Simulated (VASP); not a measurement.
# How smearing and number of MPI ranks change a VASP run on Bi4Te3 (Pilsenite), part 2 of 3

How sensitive are energy, pressure and forces of Bi4Te3 (Pilsenite) to the smearing and number of MPI ranks? The series runs use r2SCAN. The start is a cell from a database of measured crystal structures.

VASP 6.6.1; r2SCAN; plane waves and PAW (Bi_d, Te).

Still holding for the runs below: Spin-orbit coupling is off here; with elements this heavy it splits and shifts levels by tenths of an eV or more.

So far. Step 4 (Smearing: ISMEAR = 0, SIGMA = 0.1): Against the run before the energy at zero width moves by +0.02 meV an atom while the pressure stays within 0.01 GPa, after 15 cycles in 51 s. The entropy term T·S comes to 0.04 meV an atom in size.

### Step 5. Smearing: ISMEAR = 0, SIGMA = 0.2

INCAR

```
SYSTEM = Bi4Te3
PREC = Accurate
ENCUT = 400
EDIFF = 1E-06
NELM = 100
ISMEAR = 0
SIGMA = 0.2
LREAL = .FALSE.
ALGO = Normal
METAGGA = R2SCAN
LASPH = .TRUE.
NBANDS = 48
LORBIT = 11
LWAVE = .FALSE.
LCHARG = .FALSE.
KPAR = 8
ISIF = 2
```

POSCAR

```
Bi4Te3
1.0
   -4.4510000000      0.0000000000      0.0000000000
    2.2255000000     -3.8546790723      0.0000000000
    2.2255000000      1.2848930241     13.9626666667
Bi Te
4 3
Direct
    0.4343333334      0.7171666667      0.1515000001
    0.5656666666      0.2828333333      0.8484999999
    0.2920000000      0.1460000000      0.4380000000
    0.7080000000      0.8540000000      0.5620000000
    0.0000000000      0.0000000000      0.0000000000
    0.8520666666      0.4260333333      0.2780999999
    0.1479333334      0.5739666667      0.7219000001
```

KPOINTS

```
Automatic mesh
0
Gamma
5 5 5
0 0 0
```

The projector-augmented-wave data sets are Bi_d and Te (PBE family, release 64).

On the command line:

```bash
mpirun -np 8 vasp_std
```

The program printed:

```text
[... set-up lines as in an earlier step ...]
 entering main loop
       N       E                     dE             d eps       ncg     rms          rms(c)
DAV:   1     0.488484853411E+03    0.48848E+03   -0.33209E+04  1824   0.145E+03
DAV:   2    -0.231829151844E+03   -0.72031E+03   -0.70213E+03  1840   0.425E+02
DAV:   3    -0.323492789827E+03   -0.91664E+02   -0.88433E+02  2264   0.173E+02
DAV:   4    -0.328110847715E+03   -0.46181E+01   -0.45783E+01  2112   0.411E+01
[...]
DAV:  13    -0.311377959557E+03   -0.27254E-05   -0.15477E-05  2592   0.289E-02    0.795E-03
DAV:  14    -0.311377960990E+03   -0.14326E-05   -0.42577E-06  1720   0.120E-02    0.371E-03
DAV:  15    -0.311377960078E+03    0.91231E-06   -0.67139E-07  1104   0.643E-03
   1 F= -.31137796E+03 E0= -.31137403E+03  d E =-.786550E-02
```

Wall time 51 s (8 MPI ranks of Intel Xeon 6975P-C (Granite Rapids), shared host); peak memory 3.1 GiB; 6.7 min of CPU time.

From OUTCAR (step 5):

```text
  Total        0.6462865      0.6462865     -0.4433246      0.0000000      0.0000000     -0.0000000
  in kB        4.3223652      4.3223652     -2.9649556      0.0000000      0.0000000     -0.0000000
  external PRESSURE =       1.8932583 kB  Pullay stress =       0.0000000 kB

 POSITION                                       TOTAL-FORCE (eV/Angst)
 -----------------------------------------------------------------------------------
      0.00000     -2.56979      2.11534        -0.000000      0.000000     -0.130933
     -0.00000      0.00000     11.84732        -0.000000     -0.000000      0.130933
      0.00000      0.00000      6.11565        -0.000000      0.000000      0.640999
     -0.00000     -2.56979      7.84702         0.000000      0.000000     -0.640999
      0.00000      0.00000      0.00000        -0.000000      0.000000      0.000000
     -2.22550     -1.28489      3.88302        -0.000000     -0.000000     -0.603551
      2.22550     -1.28489     10.07965        -0.000000      0.000000      0.603551
 -----------------------------------------------------------------------------------
    total drift:                                0.000000     -0.000000      0.000000

  FREE ENERGIE OF THE ION-ELECTRON SYSTEM (eV)
  ---------------------------------------------------
  free  energy   TOTEN  =      -311.3779600777 eV

  energy  without entropy=     -311.3700945782  energy(sigma->0) =     -311.37402733

[... 2 parts as in an earlier step ...]

[... 1 further part left out ...]
[key lines of the parts left out:]
E-fermi :   6.4742
```

Against the run before the energy at zero width moves by +0.28 meV an atom while the pressure stays within 0.01 GPa, after 15 cycles in 51 s. The entropy term T·S comes to 1.12 meV an atom in size.

### Step 6. Smearing: ISMEAR = 0, SIGMA = 0.5

INCAR, as its differences from that of step 5:

```diff
@@ -6,3 +6,3 @@
 ISMEAR = 0
-SIGMA = 0.2
+SIGMA = 0.5
 LREAL = .FALSE.
```

POSCAR is that of step 5.

KPOINTS is that of step 5.

On the command line:

```bash
mpirun -np 8 vasp_std
```

The program printed:

```text
[... set-up lines as in an earlier step ...]
 entering main loop
       N       E                     dE             d eps       ncg     rms          rms(c)
DAV:   1     0.488360907909E+03    0.48836E+03   -0.33209E+04  1824   0.145E+03
DAV:   2    -0.231947250282E+03   -0.72031E+03   -0.70215E+03  1840   0.425E+02
DAV:   3    -0.323533588439E+03   -0.91586E+02   -0.88407E+02  2264   0.173E+02
DAV:   4    -0.328149327846E+03   -0.46157E+01   -0.45746E+01  2112   0.411E+01
[...]
DAV:  13    -0.311427783255E+03   -0.35653E-05   -0.17190E-05  2408   0.315E-02    0.797E-03
DAV:  14    -0.311427784553E+03   -0.12980E-05   -0.44593E-06  1776   0.122E-02    0.423E-03
DAV:  15    -0.311427783618E+03    0.93561E-06   -0.75292E-07  1096   0.645E-03
   1 F= -.31142778E+03 E0= -.31134026E+03  d E =-.175057E+00
```

Wall time 51 s (8 MPI ranks); peak memory 3.1 GiB; 6.7 min of CPU time.

OUTCAR, selected parts (step 6):

```text
  Total        0.6208558      0.6208558     -0.3274607      0.0000000      0.0000000     -0.0000000
  in kB        4.1522847      4.1522847     -2.1900580      0.0000000      0.0000000     -0.0000000
  external PRESSURE =       2.0381704 kB  Pullay stress =       0.0000000 kB

 POSITION                                       TOTAL-FORCE (eV/Angst)
 -----------------------------------------------------------------------------------
      0.00000     -2.56979      2.11534         0.000000     -0.000000     -0.170041
     -0.00000      0.00000     11.84732        -0.000000      0.000000      0.170041
      0.00000      0.00000      6.11565        -0.000000     -0.000000      0.609301
     -0.00000     -2.56979      7.84702         0.000000      0.000000     -0.609301
      0.00000      0.00000      0.00000        -0.000000      0.000000      0.000000
     -2.22550     -1.28489      3.88302         0.000000     -0.000000     -0.547066
      2.22550     -1.28489     10.07965        -0.000000      0.000000      0.547066
 -----------------------------------------------------------------------------------
    total drift:                                0.000000     -0.000000      0.000000

  FREE ENERGIE OF THE ION-ELECTRON SYSTEM (eV)
  ---------------------------------------------------
  free  energy   TOTEN  =      -311.4277836176 eV

  energy  without entropy=     -311.2527263953  energy(sigma->0) =     -311.34025501

[... 2 parts as in an earlier step ...]

[... 1 further part left out ...]
[key lines of the parts left out:]
E-fermi :   6.4052
```

Against the run before the energy at zero width moves by +4.82 meV an atom and the pressure by +0.01 GPa, after 15 cycles in 51 s. The entropy term T·S comes to 25.01 meV an atom in size.

### Step 7. Smearing: ISMEAR = 2, SIGMA = 0.01

INCAR, as its differences from that of step 6:

```diff
@@ -5,4 +5,4 @@
 NELM = 100
-ISMEAR = 0
-SIGMA = 0.5
+ISMEAR = 2
+SIGMA = 0.01
 LREAL = .FALSE.
```

POSCAR is that of step 6.

KPOINTS is that of step 6.

On the command line:

```bash
mpirun -np 8 vasp_std
```

The program printed:

```text
[... set-up lines as in an earlier step ...]
 entering main loop
       N       E                     dE             d eps       ncg     rms          rms(c)
DAV:   1     0.488522474209E+03    0.48852E+03   -0.33209E+04  1824   0.145E+03
DAV:   2    -0.231800384701E+03   -0.72032E+03   -0.70222E+03  1840   0.425E+02
DAV:   3    -0.323490993562E+03   -0.91691E+02   -0.88428E+02  2264   0.173E+02
[... 4 cycles as in an earlier step ...]
DAV:   8    -0.311375076089E+03   -0.28209E-01   -0.12426E-01  2016   0.191E+00    0.622E-01
DAV:   9    -0.311375421449E+03   -0.34536E-03   -0.82300E-03  2464   0.492E-01    0.421E-01
DAV:  10    -0.311376008093E+03   -0.58664E-03   -0.35882E-03  2008   0.346E-01    0.109E-01
[... 2 cycles as in an earlier step ...]
DAV:  13    -0.311376116326E+03   -0.39255E-05   -0.16766E-05  2360   0.279E-02    0.701E-03
DAV:  14    -0.311376117738E+03   -0.14112E-05   -0.46945E-06  1760   0.121E-02    0.310E-03
DAV:  15    -0.311376116916E+03    0.82182E-06   -0.73434E-07  1128   0.622E-03
   1 F= -.31137612E+03 E0= -.31137612E+03  d E =-.299656E-30
```

The job ended after 51 s (8 MPI ranks; peak memory 3.1 GiB).

Parts of OUTCAR (step 7):

```text
  Total        0.6618804      0.6618804     -0.4528467      0.0000000      0.0000000      0.0000000
  in kB        4.4266576      4.4266576     -3.0286398      0.0000000      0.0000000      0.0000000
  external PRESSURE =       1.9415584 kB  Pullay stress =       0.0000000 kB

 POSITION                                       TOTAL-FORCE (eV/Angst)
 -----------------------------------------------------------------------------------
      0.00000     -2.56979      2.11534        -0.000000      0.000000     -0.128514
     -0.00000      0.00000     11.84732        -0.000000      0.000000      0.128514
      0.00000      0.00000      6.11565        -0.000000     -0.000000      0.641009
     -0.00000     -2.56979      7.84702         0.000000      0.000000     -0.641009
      0.00000      0.00000      0.00000        -0.000000      0.000000     -0.000000
     -2.22550     -1.28489      3.88302        -0.000000     -0.000000     -0.607388
      2.22550     -1.28489     10.07965         0.000000      0.000000      0.607388
 -----------------------------------------------------------------------------------
    total drift:                                0.000000     -0.000000      0.000000

[... 4 parts as in an earlier step ...]

[... 1 further part left out ...]
[key lines of the parts left out:]
E-fermi :   6.4405
```

Methfessel-Paxton smearing is not meant for a cell with a gap.

Against the first of the series the energy at zero width stays within 0.01 meV an atom and the pressure within 0.01 GPa, after 15 cycles in 51 s. The entropy term T·S comes to 0.00 meV an atom in size.

### Step 8. Smearing: ISMEAR = 2, SIGMA = 0.05

INCAR, as its differences from that of step 7:

```diff
@@ -6,3 +6,3 @@
 ISMEAR = 2
-SIGMA = 0.01
+SIGMA = 0.05
 LREAL = .FALSE.
```

POSCAR is that of step 7.

KPOINTS is that of step 7.

On the command line:

```bash
mpirun -np 8 vasp_std
```

The program printed:

```text
[... set-up lines as in an earlier step ...]
 entering main loop
       N       E                     dE             d eps       ncg     rms          rms(c)
DAV:   1     0.488520902486E+03    0.48852E+03   -0.33209E+04  1824   0.145E+03
DAV:   2    -0.231801141269E+03   -0.72032E+03   -0.70218E+03  1840   0.425E+02
DAV:   3    -0.323490949613E+03   -0.91690E+02   -0.88453E+02  2264   0.173E+02
DAV:   4    -0.328109738130E+03   -0.46188E+01   -0.45793E+01  2112   0.411E+01
[...]
DAV:  13    -0.311376072834E+03   -0.41537E-05   -0.17020E-05  2344   0.277E-02    0.684E-03
DAV:  14    -0.311376074207E+03   -0.13722E-05   -0.47037E-06  1760   0.120E-02    0.294E-03
DAV:  15    -0.311376073450E+03    0.75647E-06   -0.71702E-07  1128   0.601E-03
   1 F= -.31137607E+03 E0= -.31137608E+03  d E =0.376090E-04
```

Run time: 51 s. Hardware: 8 MPI ranks; peak memory 3.1 GiB; 6.7 min of CPU time.

From OUTCAR (step 8):

```text
  Total        0.6617734      0.6617734     -0.4532047      0.0000000      0.0000000      0.0000000
  in kB        4.4259420      4.4259420     -3.0310339      0.0000000      0.0000000      0.0000000
  external PRESSURE =       1.9402834 kB  Pullay stress =       0.0000000 kB

 POSITION                                       TOTAL-FORCE (eV/Angst)
 -----------------------------------------------------------------------------------
      0.00000     -2.56979      2.11534         0.000000     -0.000000     -0.128533
     -0.00000      0.00000     11.84732        -0.000000      0.000000      0.128533
      0.00000      0.00000      6.11565         0.000000     -0.000000      0.641026
     -0.00000     -2.56979      7.84702        -0.000000      0.000000     -0.641026
      0.00000      0.00000      0.00000         0.000000      0.000000      0.000000
     -2.22550     -1.28489      3.88302        -0.000000     -0.000000     -0.607400
      2.22550     -1.28489     10.07965         0.000000      0.000000      0.607400
 -----------------------------------------------------------------------------------
    total drift:                                0.000000     -0.000000      0.000000

  FREE ENERGIE OF THE ION-ELECTRON SYSTEM (eV)
  ---------------------------------------------------
  free  energy   TOTEN  =      -311.3760734501 eV

  energy  without entropy=     -311.3761110591  energy(sigma->0) =     -311.37608285

[... 2 parts as in an earlier step ...]

[... 1 further part left out ...]
[key lines of the parts left out:]
E-fermi :   6.3895
```

Against the run before the energy at zero width stays within 0.01 meV an atom and the pressure within 0.01 GPa, after 15 cycles in 51 s. The entropy term T·S comes to 0.01 meV an atom in size.

### Step 9. Smearing: ISMEAR = 2, SIGMA = 0.1

INCAR, as its differences from that of step 8:

```diff
@@ -6,3 +6,3 @@
 ISMEAR = 2
-SIGMA = 0.05
+SIGMA = 0.1
 LREAL = .FALSE.
```

POSCAR is that of step 8.

KPOINTS is that of step 8.

On the command line:

```bash
mpirun -np 8 vasp_std
```

The program printed:

```text
[... set-up lines as in an earlier step ...]
 entering main loop
       N       E                     dE             d eps       ncg     rms          rms(c)
DAV:   1     0.488519031136E+03    0.48852E+03   -0.33209E+04  1824   0.145E+03
DAV:   2    -0.231802143802E+03   -0.72032E+03   -0.70219E+03  1840   0.425E+02
DAV:   3    -0.323490742374E+03   -0.91689E+02   -0.88441E+02  2264   0.173E+02
DAV:   4    -0.328109721827E+03   -0.46190E+01   -0.45792E+01  2112   0.411E+01
[...]
DAV:  13    -0.311376079403E+03   -0.66110E-05   -0.21231E-05  2176   0.276E-02    0.617E-03
DAV:  14    -0.311376080676E+03   -0.12735E-05   -0.53609E-06  1856   0.117E-02    0.371E-03
DAV:  15    -0.311376080263E+03    0.41394E-06   -0.81165E-07  1144   0.583E-03
   1 F= -.31137608E+03 E0= -.31137605E+03  d E =-.136984E-03
```

The job ended after 51 s (8 MPI ranks; peak memory 3.1 GiB).

OUTCAR, selected parts (step 9):

```text
  Total        0.6588710      0.6588710     -0.4574388      0.0000000     -0.0000000      0.0000000
  in kB        4.4065307      4.4065307     -3.0593519      0.0000000     -0.0000000      0.0000000
  external PRESSURE =       1.9179031 kB  Pullay stress =       0.0000000 kB

 POSITION                                       TOTAL-FORCE (eV/Angst)
 -----------------------------------------------------------------------------------
      0.00000     -2.56979      2.11534        -0.000000      0.000000     -0.128617
     -0.00000      0.00000     11.84732         0.000000      0.000000      0.128617
      0.00000      0.00000      6.11565         0.000000     -0.000000      0.641271
     -0.00000     -2.56979      7.84702        -0.000000      0.000000     -0.641271
      0.00000      0.00000      0.00000        -0.000000      0.000000      0.000000
     -2.22550     -1.28489      3.88302         0.000000      0.000000     -0.607396
      2.22550     -1.28489     10.07965        -0.000000     -0.000000      0.607396
 -----------------------------------------------------------------------------------
    total drift:                                0.000000     -0.000000      0.000000

  FREE ENERGIE OF THE ION-ELECTRON SYSTEM (eV)
  ---------------------------------------------------
  free  energy   TOTEN  =      -311.3760802625 eV

  energy  without entropy=     -311.3759432789  energy(sigma->0) =     -311.37604602

[... 2 parts as in an earlier step ...]

[... 1 further part left out ...]
[key lines of the parts left out:]
E-fermi :   6.4234
```

Against the run before the energy at zero width moves by +0.01 meV an atom while the pressure stays within 0.01 GPa, after 15 cycles in 51 s. The entropy term T·S comes to 0.02 meV an atom in size.

### Step 10. Smearing: ISMEAR = 2, SIGMA = 0.2

INCAR, as its differences from that of step 9:

```diff
@@ -6,3 +6,3 @@
 ISMEAR = 2
-SIGMA = 0.1
+SIGMA = 0.2
 LREAL = .FALSE.
```

POSCAR is that of step 9.

KPOINTS is that of step 9.

On the command line:

```bash
mpirun -np 8 vasp_std
```

The program printed:

```text
[... set-up lines as in an earlier step ...]
 entering main loop
       N       E                     dE             d eps       ncg     rms          rms(c)
DAV:   1     0.488515963598E+03    0.48852E+03   -0.33209E+04  1824   0.145E+03
DAV:   2    -0.231804619418E+03   -0.72032E+03   -0.70218E+03  1840   0.425E+02
DAV:   3    -0.323490389754E+03   -0.91686E+02   -0.88412E+02  2264   0.173E+02
DAV:   4    -0.328109557982E+03   -0.46192E+01   -0.45796E+01  2112   0.411E+01
[...]
DAV:  13    -0.311375529160E+03   -0.67007E-05   -0.21239E-05  2248   0.278E-02    0.634E-03
DAV:  14    -0.311375530404E+03   -0.12437E-05   -0.48555E-06  1792   0.114E-02    0.300E-03
DAV:  15    -0.311375529944E+03    0.45983E-06   -0.76084E-07  1152   0.574E-03
   1 F= -.31137553E+03 E0= -.31137572E+03  d E =0.745720E-03
```

The job ended after 52 s (8 MPI ranks; peak memory 3.1 GiB; 6.8 min of CPU time).

OUTCAR, selected parts (step 10):

```text
  Total        0.6506087      0.6506087     -0.4617429      0.0000000     -0.0000000      0.0000000
  in kB        4.3512724      4.3512724     -3.0881376      0.0000000     -0.0000000      0.0000000
  external PRESSURE =       1.8714691 kB  Pullay stress =       0.0000000 kB

 POSITION                                       TOTAL-FORCE (eV/Angst)
 -----------------------------------------------------------------------------------
      0.00000     -2.56979      2.11534        -0.000000     -0.000000     -0.132308
     -0.00000      0.00000     11.84732         0.000000      0.000000      0.132308
      0.00000      0.00000      6.11565         0.000000     -0.000000      0.640031
     -0.00000     -2.56979      7.84702        -0.000000      0.000000     -0.640031
      0.00000      0.00000      0.00000        -0.000000      0.000000      0.000000
     -2.22550     -1.28489      3.88302        -0.000000      0.000000     -0.604126
      2.22550     -1.28489     10.07965        -0.000000      0.000000      0.604126
 -----------------------------------------------------------------------------------
    total drift:                                0.000000     -0.000000      0.000000

  FREE ENERGIE OF THE ION-ELECTRON SYSTEM (eV)
  ---------------------------------------------------
  free  energy   TOTEN  =      -311.3755299440 eV

  energy  without entropy=     -311.3762756635  energy(sigma->0) =     -311.37571637

[... 2 parts as in an earlier step ...]

[... 1 further part left out ...]
[key lines of the parts left out:]
E-fermi :   6.5609
```

Against the run before the energy at zero width moves by +0.05 meV an atom while the pressure stays within 0.01 GPa, after 15 cycles in 52 s. The entropy term T·S comes to 0.11 meV an atom in size.

### Step 11. Smearing: ISMEAR = 2, SIGMA = 0.5

INCAR, as its differences from that of step 10:

```diff
@@ -6,3 +6,3 @@
 ISMEAR = 2
-SIGMA = 0.2
+SIGMA = 0.5
 LREAL = .FALSE.
```

POSCAR is that of step 10.

KPOINTS is that of step 10.

On the command line:

```bash
mpirun -np 8 vasp_std
```

The program printed:

```text
[... set-up lines as in an earlier step ...]
 entering main loop
       N       E                     dE             d eps       ncg     rms          rms(c)
DAV:   1     0.488502538517E+03    0.48850E+03   -0.33209E+04  1824   0.145E+03
DAV:   2    -0.231808064918E+03   -0.72031E+03   -0.70208E+03  1840   0.425E+02
DAV:   3    -0.323485565380E+03   -0.91678E+02   -0.88457E+02  2264   0.173E+02
DAV:   4    -0.328102091152E+03   -0.46165E+01   -0.45772E+01  2112   0.411E+01
[...]
DAV:  14    -0.311361895334E+03   -0.17156E-05   -0.51855E-06  1760   0.131E-02    0.379E-03
DAV:  15    -0.311361894272E+03    0.10624E-05   -0.87781E-07  1112   0.738E-03    0.897E-04
DAV:  16    -0.311361894098E+03    0.17372E-06   -0.15128E-07  1088   0.256E-03
   1 F= -.31136189E+03 E0= -.31137419E+03  d E =0.491854E-01
```

The job ended after 55 s (8 MPI ranks; peak memory 3.2 GiB).

OUTCAR, selected parts (step 11):

```text
  Total        0.7682530      0.7682530     -0.6761927      0.0000000      0.0000000      0.0000000
  in kB        5.1380773      5.1380773     -4.5223783      0.0000000      0.0000000      0.0000000
  external PRESSURE =       1.9179254 kB  Pullay stress =       0.0000000 kB

 POSITION                                       TOTAL-FORCE (eV/Angst)
 -----------------------------------------------------------------------------------
      0.00000     -2.56979      2.11534         0.000000     -0.000000     -0.091067
     -0.00000      0.00000     11.84732        -0.000000      0.000000      0.091067
      0.00000      0.00000      6.11565        -0.000000      0.000000      0.648643
     -0.00000     -2.56979      7.84702        -0.000000     -0.000000     -0.648643
      0.00000      0.00000      0.00000         0.000000      0.000000      0.000000
     -2.22550     -1.28489      3.88302         0.000000     -0.000000     -0.652273
      2.22550     -1.28489     10.07965        -0.000000      0.000000      0.652273
 -----------------------------------------------------------------------------------
    total drift:                                0.000000     -0.000000      0.000000

  FREE ENERGIE OF THE ION-ELECTRON SYSTEM (eV)
  ---------------------------------------------------
  free  energy   TOTEN  =      -311.3618940983 eV

  energy  without entropy=     -311.4110794976  energy(sigma->0) =     -311.37419045

[... 2 parts as in an earlier step ...]

[... 1 further part left out ...]
[key lines of the parts left out:]
E-fermi :   6.6080
```

Against the run before the energy at zero width moves by +0.22 meV an atom while the pressure stays within 0.01 GPa, after 16 cycles in 55 s. The entropy term T·S comes to 7.03 meV an atom in size.

[end of part 2 of 3]

[Lines on the potential files, build, host, timing and source positions are cut from VASP's logs without a mark.]

[Logs are printed without paths, hosts, clocks, repeated set-up lines and the standing remarks that a program may print on its own settings, such as how far it seeks lower states.]

[Hosts, paths, dates, database ids (printed as entryN), source tags and the programs' standing remarks are cut or masked in the printed files.]

[A measured line is paired with the nearest computed mode of its activity, which favours agreement.]
